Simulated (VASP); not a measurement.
SnH2:

```xyz
3
Lattice="0.0000 2.6545 2.6545 2.6545 0.0000 2.6545 2.6545 2.6545 0.0000" Properties=species:S:1:pos:R:3 pbc="T T T"
Sn    0.0000    0.0000    0.0000
H     1.3273    1.3273    1.3273
H     3.9818    3.9818    3.9818
```

The cell was built by a generator and needn't be a form met in nature.

Base run:

| Quantity | Value |
| --- | --- |
| Program | VASP 6.6.1 |
| Functional | PBE |
| Potentials or basis | VASP PAW PBE potentials, release 64 (Sn_d, H) |
| Cutoff | 520 eV |
| k mesh | 8 × 8 × 8 |
| Occupations | fermi-dirac, width 0.02 eV |
| Spin | no spin polarisation |

Its results: band gap on the k mesh none (metal or under the smearing width); pressure 1.2 GPa.

Q: The run is repeated on the same cell with these changes: functional from PBE to r2SCAN; further incar settings from ALGO = Normal; EDIFF = 1e-06; NBANDS = 15 to ALGO = Normal; EDIFF = 1e-07; NBANDS = 15. What comes out?

A: Band gap on the k mesh none (metal or under the smearing width); pressure -0.1 GPa.

Caveats: the PAW data sets were made with another functional, which shifts forces and pressure a little (some runs).

Not every run made on this cell is shown here.
